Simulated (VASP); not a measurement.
Given:

```
Al
1.0
    2.70076     0.00000     0.00000
    0.00000     2.70076     0.00000
    0.00000     0.00000     2.70076
Al
1
Direct
  0.00000   0.00000   0.00000
```

These are PBEsol GGA, VASP's PBE PAW potentials (set 64) (plane waves; VASP 6.6.1) values and carry that method's errors. Settings: 400 eV cut-off, Gaussian smearing of 0.050 eV, potentials Al.

Task: Estimate the band gap (along the path) with the smallest direct gap where there is one.

Result: 
| Quantity | Result |
|---|---|
| band gap (along the path) | none (metal, semimetal or under 0.01 eV) |

Total energies compare only between runs with the same potentials, cut-off and functional.

The structure was generated: Al was put into the simple-cubic type (Pm-3m), which need not be its known phase. It was relaxed first, which changed the volume by +6 %.
